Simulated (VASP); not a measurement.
Write the native input for VASP 6.6.1 that does the following.

| Property | Result |
| --- | --- |
| Task | relaxation of the atoms |
| Functional | PBE |
| Potentials or basis | VASP PAW PBE potentials, release 64 (Zn, N, O) |
| Cutoff | 450 eV |
| k mesh | 2 × 2 × 2 |
| Occupations | gaussian, width 0.01 eV |
| Spin | collinear spin, ferromagnetic start |
| Monkhorst-Pack mesh | yes |

The structure of Zn24NO23 (a cell with a defect) lies in POSCAR:

```
Zn24NO23
1.0
    3.2865000000     -5.6923860000      5.3003900000
    3.2865020000      5.6923860000      5.3003900000
   -6.5730020000      0.0000000000      5.3003900000
Zn N O
24 1 23
Direct
    0.4999421700      0.3332756700      0.6666091700
    0.8332755000      0.6666090000      0.9999425000
    0.1666088300      0.4999423300      0.8332758300
    0.6666088300      0.4999423300      0.3332758300
    0.9999421700      0.3332756700      0.1666091700
    0.3332755000      0.6666090000      0.4999425000
    0.6666088300      0.9999423300      0.8332758300
    0.9999421700      0.8332756700      0.6666091700
    0.3332755000      0.1666090000      0.9999425000
    0.4999421700      0.8332756700      0.1666091700
    0.8332755000      0.1666090000      0.4999425000
    0.1666088300      0.9999423300      0.3332758300
    0.8332758300      0.4999423300      0.6666088300
    0.1666091700      0.8332756700      0.9999421700
    0.4999425000      0.6666090000      0.8332755000
    0.9999425000      0.6666090000      0.3332755000
    0.3332758300      0.4999423300      0.1666088300
    0.6666091700      0.8332756700      0.4999421700
    0.9999425000      0.1666090000      0.8332755000
    0.3332758300      0.9999423300      0.6666088300
    0.6666091700      0.3332756700      0.9999421700
    0.8332758300      0.9999423300      0.1666088300
    0.1666091700      0.3332756700      0.4999421700
    0.4999425000      0.1666090000      0.3332755000
    0.6263945000      0.2930610000      0.4597275000
    0.9597278300      0.6263943300      0.7930608300
    0.2930611700      0.4597276700      0.6263941700
    0.7930611700      0.4597276700      0.1263941700
    0.1263945000      0.2930610000      0.9597275000
    0.4597278300      0.6263943300      0.2930608300
    0.7930611700      0.9597276700      0.6263941700
    0.1263945000      0.7930610000      0.4597275000
    0.4597278300      0.1263943300      0.7930608300
    0.6263945000      0.7930610000      0.9597275000
    0.9597278300      0.1263943300      0.2930608300
    0.2930611700      0.9597276700      0.1263941700
    0.6263941700      0.4597276700      0.7930611700
    0.9597275000      0.7930610000      0.1263945000
    0.2930608300      0.6263943300      0.9597278300
    0.7930608300      0.6263943300      0.4597278300
    0.1263941700      0.4597276700      0.2930611700
    0.4597275000      0.7930610000      0.6263945000
    0.7930608300      0.1263943300      0.9597278300
    0.1263941700      0.9597276700      0.7930611700
    0.4597275000      0.2930610000      0.1263945000
    0.6263941700      0.9597276700      0.2930611700
    0.9597275000      0.2930610000      0.6263945000
    0.2930608300      0.1263943300      0.4597278300
```

One way to write it, as run:

INCAR

```
  ALGO = Normal
  AMIX = 0.2
  AMIX_MAG = 0.8
  BMIX = 1E-4
  BMIX_MAG = 1E-4
  EDIFF = 1E-6
  EDIFFG = -0.025
  ENCUT = 450
  GGA = PE
  IBRION = 2
  ICORELEVEL = 1
  ISIF = 2
  ISMEAR = 0
  ISPIN = 2
  KPAR = 4
  LASPH = T
  LCHARG = F
  LORBIT = 11
  LREAL = Auto
  LWAVE = F
  MAGMOM = 0.2 0 0 0.2 0 0 0 0 0 0 0.2 0 0 0 0 0 0 0 0 0 0 0 0 0.2 0.2 0 0 0 0 0 0 0 0 0 0 0 0 0 0 0 0 0 0 0 0 0 0 0
  NCORE = 2
  NELM = 150
  NSW = 70
  PREC = Normal
  SIGMA = 0.01
```

KPOINTS

```
k-points
0
Monkhorst-Pack
  2 2 2
```

Potentials or basis: VASP PAW PBE potentials, release 64 (Zn, N, O).

The run is started by

```sh
$ cat potpaw_PBE.64/Zn/POTCAR potpaw_PBE.64/N/POTCAR potpaw_PBE.64/O/POTCAR > POTCAR
$ mpirun -np 8 vasp_std > vasp.out
```

Results of the run:

| Property | Result |
| --- | --- |
| Energy gained by relaxing | 1.7 meV/atom |
| Ionic steps | 8 |
| Largest force after relaxing | 0.025 eV/Å |
| Net moment | 1.00 μB per cell |
| Site moments | Zn +0.05, +0.01, +0.00, +0.02; N +0.26; O +0.01, +0.03, +0.02, +0.00 μB |
| Valence electrons inside the program's atomic spheres | Zn 10.82, 10.79, 10.78, 10.84; N 3.64; O 4.99, 5.00 |

It took 8.8 min on 8 MPI ranks on AMD EPYC 9R45 (Zen 5), with other jobs on the host, peak memory 0.4 GiB a rank.
